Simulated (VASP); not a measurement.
Consider the following.

```
CELL_PARAMETERS angstrom
      3.86779     0.00000     0.00000
      0.00000     3.86779     0.00000
      0.00000     0.00000     5.05264
ATOMIC_POSITIONS crystal
  Sn 0.50000 0.00000 0.76982
  Sn 0.00000 0.50000 0.23018
  O  0.50000 0.50000 0.00000
  O  0.00000 0.00000 0.00000
```

Level of theory: PBE GGA, VASP's PBE PAW potentials (set 64) (plane waves; VASP 6.6.1). Numerical set-up: 520 eV cut-off, 7×7×5 Γ-centred mesh, tetrahedra with Blöchl corrections, potentials Sn_d O.

The cores are frozen, which limits the accuracy of field gradients. Without a dispersion term in the relaxation, distances and binding between the weakly bound layers, chains or molecules are unreliable, and so is what depends on them.

Problem. Give the principal components of the electric field gradient (V/Å²) and the asymmetry η at each nucleus.

Solution. 
| atom | Vxx | Vyy | Vzz | η |
|---|---|---|---|---|
| Sn1 | 79.1 | 79.1 | -158.2 | 0.00 |
| Sn2 | 79.1 | 79.1 | -158.2 | 0.00 |
| O3 | 0.0 | 0.0 | -0.1 | - |
| O4 | 0.0 | 0.0 | -0.1 | - |

The compound is SnO in the litharge structure. It was relaxed first, which changed the volume by +8 %.
